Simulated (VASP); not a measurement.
VASP input:

File KPOINTS:
```
Automatic mesh
0
Gamma
5 5 3
0 0 0
```

### POSCAR
```
BaS2
1
    4.6043316182    -2.3708598291    -0.0091600084
    4.6043316182     2.3708598291    -0.0091600084
   -4.2107847046     0.0000000000     7.9249755273
Ba S
2 4
Direct
  0.1421312443   0.8578687557   0.2500000000
  0.8578687557   0.1421312443   0.7500000000
  0.4841595297   0.1952695519   0.9790873950
  0.5158404703   0.8047304481   0.0209126050
  0.8047304481   0.5158404703   0.5209126050
  0.1952695519   0.4841595297   0.4790873950
```

**INCAR**
```
SYSTEM=BaS2
PREC=Accurate; ENCUT=400; LREAL=F
LASPH=T
EDIFF=1E-6; NELM=100; ALGO=Normal
LMAXMIX=4; LMIXTAU=T
ISMEAR=0; SIGMA=0.05
METAGGA=R2SCAN
IBRION=2; NSW=60; ISIF=3
EDIFFG=-0.02
LWAVE=F; LCHARG=F
```

POTCAR, in this order: Ba_sv S (PBE.64 set). Program: vasp_std.

Problem. Write an equivalent input for Ansatz.

Solution. One equivalent input (not run):
Ansatz 0.2 input:
```yaml
crystal:
  lattice:
    - [4.6043316, -2.3708598, -0.0091600]
    - [4.6043316, 2.3708598, -0.0091600]
    - [-4.2107847, 0.0000000, 7.9249755]
  atoms:
    - { symbol: Ba, position: [0.1421312, 0.8578688, 0.2500000] }
    - { symbol: Ba, position: [0.8578688, 0.1421312, 0.7500000] }
    - { symbol: S, position: [0.4841595, 0.1952696, 0.9790874] }
    - { symbol: S, position: [0.5158405, 0.8047304, 0.0209126] }
    - { symbol: S, position: [0.8047304, 0.5158405, 0.5209126] }
    - { symbol: S, position: [0.1952696, 0.4841595, 0.4790874] }
kpoints:
  mp_grid: { grid: [5, 5, 3] }
hamiltonian:
  xc: r2scan
  pseudopotentials: { kind: paw }
scf:
  occupations: { method: gaussian, width: 0.05 }
  max_iter: 100
relax:
  max_steps: 60
  f_tol: 0.02
  cell: {}
output: { forces: true, stress: true, eigenvalues: true }
```
Limits of the translation: each code has its own PAW files, so the cut-off isn't converted (ENCUT is set for VASP's; basis.ecutwfc is left out, and Ansatz then takes the one that its files recommend); Ansatz stops its SCF on the density residual and VASP on the energy change (EDIFF).

The structure comes from a computed database's BaS2 entry (C2/c); how it stands against other phases isn't given here. This run relaxes it. Symmetry was kept, so distortions that lower it aren't found. The start is the result of an earlier pass.
